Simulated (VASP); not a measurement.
A convergence study with VASP on PtAl₂ (fluorite): one setting is varied, all else stays as given below, so the limit is that of these other settings. Each run relaxes cell and ions from the cell shown. The basis is that of the starting cell, so low cut-offs carry a Pulay error.

```yaml
crystal:
  lattice:
    - [0.00000, 2.95500, 2.95500]
    - [2.95500, 0.00000, 2.95500]
    - [2.95500, 2.95500, 0.00000]
  atoms:
    - { symbol: Al, position: [0.25000, 0.25000, 0.25000] }
    - { symbol: Al, position: [0.75000, 0.75000, 0.75000] }
    - { symbol: Pt, position: [0.00000, 0.00000, 0.00000] }
```

All values below come from PBE GGA, VASP's PBE PAW potentials (set 64) (plane waves; VASP 6.6.1). The tightest run used: 700 eV cut-off, 8×8×8 Γ-centred mesh, first-order Methfessel-Paxton smearing of 0.10 eV, potentials Al Pt.

| setting | relaxed volume (Å³/atom) | E (eV/atom) | plane waves |
|---|---|---|---|
| ENCUT = 150 | 14.535 | -5.8652 | 228 |
| ENCUT = 200 | 16.732 | -5.3892 | 343 |
| ENCUT = 250 | 17.479 | -5.4099 | 477 |
| ENCUT = 300 | 17.473 | -5.4122 | 620 |
| ENCUT = 350 | 17.469 | -5.4119 | 778 |

Question: These are the cheaper rows. Estimate the results at ENCUT = 700, and how far the last row shown lies from them.

Answer: 
```
quantity                  tightest run  last row shown is off by
------------------------  ------------  ------------------------
relaxed volume (Å³/atom)        17.501                    -0.032
E (eV/atom)                    -5.4128                    0.0009
```

Left out are rungs that failed or repeat a setting and relaxations that didn't move; long series are thinned to 24 rows.

The compound is PtAl2 in the fluorite structure.
